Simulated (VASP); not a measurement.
GW runs with VASP on LiBr (rock salt), on PBE orbitals with a Kohn-Sham gap of 4.92 eV on the mesh.

```xyz
2
Lattice="0.0000 2.7500 2.7500 2.7500 0.0000 2.7500 2.7500 2.7500 0.0000" Properties=species:S:1:pos:R:3 pbc="T T T"
Li     0.0000     0.0000     0.0000
Br     2.7500     2.7500     2.7500
```

Settings: PREC = Normal, 500 eV cut-off, 4×4×4 Γ-centred mesh, Gaussian smearing of 0.010 eV, potentials Li_sv_GW Br_GW.

The mesh is coarse and the basis finite, so the quasiparticle values are not converged.

```
run                   level  NBANDS  ENCUTGW (eV)  QP gap (eV)  smallest direct QP gap (eV)
-----  --------------------  ------  ------------  -----------  ---------------------------
run 1   G0W0@PBE, 1 step(s)      64           150         7.03                         7.03
run 2   G0W0@PBE, 1 step(s)     160           200         7.19                         7.19
run 3  evGW0@PBE, 4 step(s)     160           200            ?                            ?
```

Problem. Some entries are withheld; supply them.

Solution. 
- run 3, QP gap (eV): 7.60
- run 3, smallest direct QP gap (eV): 7.60

Left out are failed runs and those that VASP or the mesh makes unfit.

The compound is LiBr in the rock salt structure. The cell was not relaxed at this level.
